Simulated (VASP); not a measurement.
Computed with vdW-DF2, VASP's PBE PAW potentials (set 64) (plane waves; VASP).

A VASP calculation is set up with these files.

### POSCAR
```
TiO2
1
    4.7462796395     0.0000000000     0.0000000000
    0.0000000000     4.7462796395     0.0000000000
    0.0000000000     0.0000000000     3.0432373583
Ti O
2 4
Direct
  0.0000000000   0.0000000000   0.0000000000
  0.5000000000   0.5000000000   0.5000000000
  0.3048264847   0.3048264847   0.0000000000
  0.8048264847   0.1951735153   0.5000000000
  0.1951735153   0.8048264847   0.5000000000
  0.6951735153   0.6951735153   0.0000000000
```

### INCAR
```
SYSTEM=TiO2
PREC=Accurate; ENCUT=520; LREAL=.FALSE.
LASPH=.TRUE.
EDIFF=1E-7; NELM=100; ALGO=Normal
LMAXMIX=4
ISMEAR=0; SIGMA=0.05
GGA=ML; LUSE_VDW=.TRUE.; AGGAC=0.0
ZAB_VDW=-1.8867
IBRION=2; NSW=30; ISIF=4
EDIFFG=-0.01
LWAVE=.FALSE.; LCHARG=.FALSE.
```

**KPOINTS**
```
Automatic
0
gamma
  5 5 7
0 0 0
```

POTCAR, in this order: Ti_sv O (PBE.64 set). Program: vasp_std.

Question: Predict the energy per atom (σ→0), band gap (on the k-mesh).

Answer: 
The energy per atom (σ→0) is -6.858 eV/atom and the band gap (on the k-mesh) comes out as 1.70 eV.

### OSZICAR
```
...
DAV:   2    -0.411473072752E+02    0.18424E-03   -0.64038E-03  1520   0.643E-01    0.136E-01
DAV:   3    -0.411470036642E+02    0.30361E-03   -0.97284E-04  1728   0.252E-01    0.612E-02
DAV:   4    -0.411469444425E+02    0.59222E-04   -0.40106E-04  1776   0.160E-01    0.162E-02
DAV:   5    -0.411469419133E+02    0.25293E-05   -0.40364E-05  1672   0.565E-02    0.678E-03
DAV:   6    -0.411469416614E+02    0.25191E-06   -0.28970E-06  1756   0.135E-02    0.213E-03
DAV:   7    -0.411469417957E+02   -0.13436E-06   -0.53248E-07  1376   0.582E-03    0.820E-04
DAV:   8    -0.411469418196E+02   -0.23908E-07   -0.63520E-08   900   0.210E-03
   3 F= -.41146942E+02 E0= -.41146942E+02  d E =-.423344E-02
```

The compound is TiO2 in the rutile structure. This cell is one point of a volume scan, at 1.03 of the reference volume. Symmetry was kept, so distortions that lower it aren't found.
